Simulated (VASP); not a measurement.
Given:

```xyz
2
Lattice="0.0000 2.1475 2.1475 2.1475 0.0000 2.1475 2.1475 2.1475 0.0000" Properties=species:S:1:pos:R:3 pbc="T T T"
Ti     0.0000     0.0000     0.0000
C      2.1475     2.1475     2.1475
```

Computed with PBEsol GGA, VASP's PBE PAW potentials (set 64) (plane waves; VASP). Settings: 600 eV cut-off, 14×14×14 Γ-centred mesh, first-order Methfessel-Paxton smearing of 0.10 eV, potentials Ti_sv C.

Each relaxation starts from this cell; other phases were not tried.

Problem. The cell is relaxed at 2 GPa. What happens?

Solution. The volume per atom goes from 9.90 to 9.82 Å³ (-0.8 %), and the cell becomes a = b = c = 4.2835 Å, α = β = γ = 90.00°, space group Fm-3m.

Problem. The cell is relaxed at 10 GPa. What happens?

Solution. The volume per atom goes from 9.90 to 9.56 Å³ (-3.5 %), and the cell becomes a = b = c = 4.2442 Å, α = β = γ = 90.00°, space group Fm-3m.

Failed runs are left out, and for metals the shear rows, which the mesh's noise covers.

The compound is TiC in the rock salt structure.
